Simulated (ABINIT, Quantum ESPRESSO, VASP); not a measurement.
La₃TlC (Pm-3m, 5 atoms in the cell) computed with different codes at matched settings

Self-consistent single point.

```
CELL_PARAMETERS angstrom
      5.32515     0.00000     0.00000
      0.00000     5.32515     0.00000
      0.00000     0.00000     5.32515
ATOMIC_POSITIONS crystal
  La 0.50000 0.00000 0.50000
  La 0.00000 0.50000 0.50000
  La 0.50000 0.50000 0.00000
  Tl 0.00000 0.00000 0.00000
  C  0.50000 0.50000 0.50000
```

All programs got the same cell, k-point mesh and kind of occupations (in ABINIT's words: tsmear = 0.00999582 Ha; ngkpt = 5 5 5; nshiftk = 1; shiftk = 0 0 0); potentials, basis and cutoffs are each program's usual ones.

| code | model | pressure (GPa) | cutoff |
|---|---|---|---|
| ABINIT | LDA (PW92), PAW (JTH v2.0 LDA PAW) | -6.27 | 52 Ry |
| VASP | LDA (PZ), VASP's LDA PAW potentials (set 64) | -6.45 | 400 eV |
| Quantum ESPRESSO | LDA (PZ), GBRV 1.5 ultrasoft (LDA) pseudopotentials | -6.53 | 40 Ry |

The spread over the programs that give each value: pressure within 0.26 GPa.

The starting cell comes from a database of computed structures (which also holds hypothetical and non-ambient phases and stackings), without a prior relaxation at this level. Its lattice was rescaled by a random factor within 2.5 % of one. On ABINIT's run: Spin-orbit coupling is off. In the base run, with a pressure of about -6 GPa the cell is away from its equilibrium volume at this level.

### Question
Why do the programs differ, and what cannot be compared?

### Answer
Differences of this kind can come from the potentials, where these differ, and from what each basis and cutoff leave unconverged. The zero of total energies and Fermi levels follows the potentials and each program's conventions, so they are not compared here. The same LDA comes in different parametrisations, which differ slightly.

VASP's run is marked for a possible Pulay error in its stress at this cutoff; no cutoff test was made.

Left out of this page: Ansatz, GPAW, CP2K, Elk and FLEUR (not drawn, or without a comparable value).
